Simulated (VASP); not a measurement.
CO2, 24 atoms in the cell. The cell holds a amorphous, 24 atoms: a = 7.804 Å, b = 7.804 Å, c = 7.804 Å, α = 90.00°, β = 90.00°, γ = 90.00°. The cell was built by a generator and needn't be a form met in nature.

- Program: VASP 6.6.1
- Task: single point
- Functional: PBE
- Dispersion: D3(BJ)
- Potentials or basis: VASP PAW PBE potentials, release 64 (C, O)
- Cutoff: 520 eV
- k mesh: 1 × 1 × 1
- Occupations: fermi-dirac, width 0.02 eV
- Spin: no spin polarisation
- Dipole correction: no
- Further INCAR settings: LREAL = Auto; ALGO = Fast; EDIFF = 1e-07; NBANDS = 82

Potentials or basis: VASP PAW PBE potentials, release 64 (C, O).

Launch:

```sh
$ cat potpaw_PBE.64/C/POTCAR potpaw_PBE.64/O/POTCAR > POTCAR
$ mpirun -np 1 vasp_gam > vasp.out
```

Hardware: 1 thread of Intel(R) Xeon(R) Platinum 8175M CPU @ 2.50GHz (Skylake/Cascade Lake), with other jobs on the host.

Task: How long does it take, and how much memory?

Result: It took 2.7 min on 1 thread of Intel(R) Xeon(R) Platinum 8175M CPU @ 2.50GHz (Skylake/Cascade Lake), with other jobs on the host, peak memory 0.42 GiB. Counts: scf iterations 20, k points 1.
